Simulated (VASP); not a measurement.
A snapshot from molecular dynamics of Li2O, step 71; the first frame, the perfect lattice, has an electronic free energy F (no ionic kinetic energy) of -4.777 eV/atom.

Data:

```xyz
96
Lattice="9.2400 0.0000 0.0000 0.0000 9.2400 0.0000 0.0000 0.0000 9.2400" Properties=species:S:1:pos:R:3 pbc="T T T"
Li     5.8718     1.3124     1.2318
Li     7.9628     3.4897     3.5020
Li     8.0274     3.5273     1.1660
Li     1.1056     5.6736     3.5233
Li     8.0565     1.1438     3.3543
Li     1.1763     3.4207     5.7656
Li     1.1351     1.1562     1.2019
Li     3.3816     3.4213     3.4336
Li     3.3194     3.6379     1.1934
Li     5.8037     5.7213     3.4543
Li     5.6048     5.9171     1.1895
Li     8.0216     8.1987     3.5275
Li     8.1706     8.1189     1.1845
Li     1.2051     1.1181     3.4663
Li     3.5429     1.1684     3.3931
Li     5.7825     3.4659     5.6919
Li     5.6191     3.4464     3.4116
Li     8.1179     5.7298     5.8678
Li     8.0684     5.6416     3.5013
Li     1.1994     8.0111     5.7063
Li     5.8362     1.0507     5.8221
Li     8.1038     3.5354     8.0369
Li     8.1715     3.3069     5.6753
Li     1.1564     5.7240     8.1386
Li     8.1777     1.1664     8.0323
Li     1.1219     3.3995     1.0688
Li     0.9725     5.7130     1.2362
Li     3.3959     8.0651     3.4401
Li     3.4269     8.1840     1.1417
Li     5.8154     1.1157     3.5326
Li     0.9785     3.4506     3.3752
Li     3.5126     5.5942     5.7869
Li     3.4116     5.7528     3.6079
Li     5.7564     7.9964     5.7468
Li     5.7206     7.9887     3.4777
Li     8.0493     1.0272     5.6893
Li     1.1073     1.2247     5.7087
Li     3.4822     3.4725     8.1247
Li     3.5954     3.3618     5.7737
Li     5.8336     5.7975     8.0708
Li     5.9403     5.7918     5.8435
Li     8.1384     8.1767     8.1415
Li     8.1086     7.9408     5.8277
Li     1.2066     1.0000     8.0650
Li     3.5215     1.1658     7.9771
Li     5.6342     3.5841     1.1892
Li     5.7652     3.5011     8.0239
Li     7.9050     5.8719     1.1308
Li     8.0930     5.8232     8.1986
Li     1.2133     8.0456     1.1795
Li     1.0484     8.0866     3.4468
Li     3.4856     1.0793     5.6829
Li     1.1329     5.6824     5.7503
Li     3.5562     8.1051     8.0531
Li     3.4453     7.9832     5.8412
Li     5.8426     1.1439     8.1014
Li     1.2029     3.4468     8.0195
Li     3.3289     5.8368     1.2407
Li     3.4416     5.7592     8.0958
Li     5.8703     8.3254     1.0255
Li     5.8572     8.0997     8.0716
Li     8.1095     1.2526     1.2100
Li     1.2505     7.9940     8.0761
Li     3.5643     1.2671     1.0512
O      4.7144     0.1176     9.2328
O      6.9761     2.3868     9.2320
O      6.9540     0.1096     2.2532
O      0.0522     0.0099     0.0366
O      2.3729     2.3252     9.1962
O      4.5666     4.7110     9.2139
O      6.9199     7.0190     0.0292
O      2.3178     9.2119     2.3044
O      4.5993     2.3240     2.3664
O      6.8514     4.7252     2.2725
O      4.6116     9.1645     4.5931
O      6.9612     2.2616     4.5719
O      7.0066     9.2185     6.9759
O      9.2136     4.7010     9.2379
O      2.3385     6.9897     9.2297
O      9.1715     2.2863     2.3056
O      2.1958     4.5612     2.2845
O      4.5322     6.9183     2.3811
O      0.0566     9.2149     4.6125
O      2.3185     2.2578     4.6486
O      4.6117     4.5551     4.6874
O      6.9192     6.8928     4.6313
O      2.3409     9.2074     7.0017
O      4.6649     2.2693     6.9391
O      6.9209     4.6546     6.8848
O      9.2285     6.9641     2.3331
O      9.2307     4.5899     4.6304
O      2.2538     6.8680     4.6403
O      0.0076     2.3428     6.8345
O      2.3091     4.5779     6.9467
O      4.6832     6.8680     6.8769
O      0.0348     6.9820     7.0170
```

Level of theory: PBE GGA, VASP's PBE PAW potentials (set 64) (plane waves; VASP). Run with PREC = Normal, LREAL = Auto, ISYM = 0, EDIFF = 1E-5, 400 eV cut-off, 1×1×1 Γ-centred mesh, Fermi-Dirac smearing of 0.026 eV, potentials Li O.

Problem. Give F per atom of this frame and the forces (eV/Å).

Solution. -4.756 eV/atom.
```
atom     Fx     Fy     Fz
----  -----  -----  -----
Li1   -0.22  -0.02  -0.34
Li2   -0.02  -0.37  -0.32
Li3   -0.06   0.09  -0.22
Li4    0.19   0.63  -0.25
Li5    0.36   0.35   0.47
Li6    0.37   0.16  -0.12
Li7    0.31  -0.31  -0.32
Li8   -0.28   0.02   0.37
Li9    0.45  -0.64  -0.56
Li10  -0.43   0.30   0.31
Li11   0.17   0.05  -0.26
Li12   0.11  -0.69  -0.20
Li13  -0.09   0.18   0.04
Li14   0.01   0.00   0.06
Li15  -0.37  -0.42   0.15
Li16   0.39  -0.18   0.35
Li17   0.44   0.06   0.36
Li18   0.14  -0.17  -0.13
Li19  -0.01   1.06  -0.14
Li20  -0.21   0.36   0.46
Li21  -0.33   0.32   0.03
Li22  -0.10  -0.18   0.01
Li23  -0.36   0.40   0.34
Li24   0.08   0.32  -0.14
Li25  -0.13   0.31   0.23
Li26  -0.17   0.14   0.00
Li27   0.25   0.25  -0.10
Li28   0.02  -0.03   0.20
Li29   0.42  -0.18  -0.03
Li30  -0.18  -0.06  -0.18
Li31   0.47  -0.19   0.25
Li32  -0.05   0.53   0.39
Li33   0.22   0.13  -0.42
Li34  -0.02   0.16   0.00
Li35  -0.17   0.13  -0.27
Li36   0.34   0.11   0.17
Li37   0.20  -0.50   0.31
Li38   0.03  -0.06  -0.15
Li39  -0.63  -0.10   0.14
Li40  -0.42   0.01   0.19
Li41  -0.84  -0.10  -0.41
Li42   0.18  -0.27  -0.03
Li43   0.08   0.41   0.08
Li44   0.08   0.47   0.21
Li45  -0.07   0.03   0.31
Li46   0.33   0.02  -0.48
Li47   0.16  -0.15   0.19
Li48   0.30  -0.09   0.44
Li49   0.11   0.26  -0.45
Li50  -0.14   0.11  -0.19
Li51   0.36  -0.27  -0.02
Li52  -0.16  -0.08   0.25
Li53   0.32   0.34   0.44
Li54  -0.08  -0.07   0.32
Li55   0.07  -0.03  -0.36
Li56   0.05   0.36   0.16
Li57  -0.09  -0.27   0.04
Li58   0.05   0.35  -0.22
Li59   0.15   0.27   0.00
Li60  -0.08  -0.38   0.48
Li61  -0.13  -0.05  -0.14
Li62  -0.08  -0.34  -0.85
Li63  -0.19   0.25   0.05
Li64  -0.20  -0.08   0.08
O65   -0.34  -0.46  -0.13
O66   -0.16   0.02   0.04
O67   -0.09  -0.53   0.53
O68   -0.14   0.17  -0.10
O69   -0.53   0.14   0.32
O70    0.13  -0.40   0.47
O71   -0.06  -0.15  -0.20
O72   -0.12   0.46   0.06
O73    0.04   0.33  -0.50
O74    0.12  -0.76   0.33
O75    0.31   0.29   0.26
O76   -0.31   0.02   0.16
O77   -0.27   0.02  -0.52
O78   -0.12  -0.63   0.12
O79    0.11  -0.48   0.20
O80    0.43   0.54   0.03
O81    0.00   0.28   0.45
O82    0.09  -0.11  -0.11
O83   -0.59   0.08  -0.06
O84    0.07   0.20  -0.47
O85    0.04  -0.01  -0.82
O86    0.36   0.17  -0.02
O87    0.31  -0.16  -0.79
O88    0.20   0.13  -0.41
O89    0.41  -0.32   0.52
O90   -0.28  -0.39   0.00
O91   -0.26  -0.20  -0.19
O92    0.16  -0.18   0.00
O93    0.05  -0.41   0.54
O94    0.01   0.06  -0.14
O95   -0.19   0.41   0.43
O96   -0.28  -0.76  -0.55
```

The cell is a supercell, built from Li2O (antifluorite). Its lattice is the typed one, not relaxed at this level.
